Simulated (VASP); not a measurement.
Given:

```yaml
crystal:
  lattice:
    - [0.00000, 3.23080, 3.23080]
    - [3.23080, 0.00000, 3.23080]
    - [3.23080, 3.23080, 0.00000]
  atoms:
    - { symbol: Co, position: [0.25000, 0.25000, 0.25000] }
    - { symbol: Co, position: [0.00000, 0.00000, 0.00000] }
    - { symbol: Co, position: [0.62500, 0.62500, 0.12500] }
    - { symbol: Co, position: [0.62500, 0.12500, 0.62500] }
    - { symbol: Co, position: [0.62500, 0.62500, 0.62500] }
    - { symbol: Co, position: [0.12500, 0.62500, 0.62500] }
```

Level of theory: r2SCAN meta-GGA, VASP's PBE PAW potentials (set 64) (plane waves; VASP 6.6.1). Numerical set-up: 400 eV cut-off, 9×9×9 Γ-centred mesh, tetrahedra with Blöchl corrections, potentials Co.

The run has a spin-polarised start.

Problem. Give the spin-up energies of bands 23 to 36 at the high-symmetry points, in eV from the Fermi level.

Solution. 
```json
[
 {"band": "23", "Γ": "-2.84", "X": "-2.78", "U": "-2.62", "L": "-2.88", "W": "-2.76"},
 {"band": "24", "Γ": "-2.24", "X": "-2.78", "U": "-2.57", "L": "-2.71", "W": "-2.76"},
 {"band": "25", "Γ": "-2.24", "X": "-2.48", "U": "-2.55", "L": "-2.60", "W": "-2.49"},
 {"band": "26", "Γ": "-2.24", "X": "-2.47", "U": "-2.54", "L": "-2.60", "W": "-2.49"},
 {"band": "27", "Γ": "-2.02", "X": "-2.41", "U": "-2.40", "L": "-2.53", "W": "-2.26"},
 {"band": "28", "Γ": "-2.02", "X": "-2.41", "U": "-2.26", "L": "-2.19", "W": "-2.26"},
 {"band": "29", "Γ": "-1.08", "X": "-2.20", "U": "-2.21", "L": "-2.19", "W": "-2.14"},
 {"band": "30", "Γ": "-1.08", "X": "-2.20", "U": "-1.97", "L": "-1.88", "W": "-2.14"},
 {"band": "31", "Γ": "-1.08", "X": "-2.06", "U": "-1.92", "L": "-1.88", "W": "-1.37"},
 {"band": "32", "Γ": "1.06", "X": "-2.06", "U": "-1.70", "L": "-1.08", "W": "-1.37"},
 {"band": "33", "Γ": "2.48", "X": "0.69", "U": "-1.44", "L": "1.64", "W": "-1.30"},
 {"band": "34", "Γ": "2.48", "X": "0.69", "U": "0.99", "L": "1.97", "W": "-1.30"},
 {"band": "35", "Γ": "2.48", "X": "1.53", "U": "1.60", "L": "1.97", "W": "4.47"},
 {"band": "36", "Γ": "6.13", "X": "1.53", "U": "4.99", "L": "4.99", "W": "4.47"}
]
```

Problem. Give the spin-down energies of bands 23 to 36 at the high-symmetry points, in eV from the Fermi level.

Solution. 
| band | Γ | X | U | L | W |
|---|---|---|---|---|---|
| 23 | 0.40 | 0.15 | 0.15 | -0.14 | 0.05 |
| 24 | 0.61 | 0.15 | 0.20 | 0.33 | 0.05 |
| 25 | 0.92 | 0.46 | 0.40 | 0.36 | 0.46 |
| 26 | 0.92 | 0.46 | 0.57 | 0.59 | 0.46 |
| 27 | 0.92 | 0.65 | 0.60 | 0.59 | 0.76 |
| 28 | 1.13 | 0.65 | 0.63 | 0.87 | 0.76 |
| 29 | 1.13 | 0.73 | 0.84 | 0.87 | 0.86 |
| 30 | 1.49 | 0.73 | 0.86 | 1.16 | 0.86 |
| 31 | 1.49 | 0.95 | 0.93 | 1.16 | 0.99 |
| 32 | 1.49 | 0.95 | 0.97 | 1.49 | 0.99 |
| 33 | 3.38 | 2.48 | 1.36 | 2.71 | 1.46 |
| 34 | 3.38 | 2.48 | 2.65 | 2.99 | 1.46 |
| 35 | 3.38 | 3.35 | 3.27 | 2.99 | 5.45 |
| 36 | 7.21 | 3.35 | 6.05 | 6.26 | 5.45 |

It has no gap at this level: it comes out as a metal or semimetal.

The structure comes from a computed database's Co entry (Fd-3m); how it stands against other phases isn't given here. It was relaxed first.
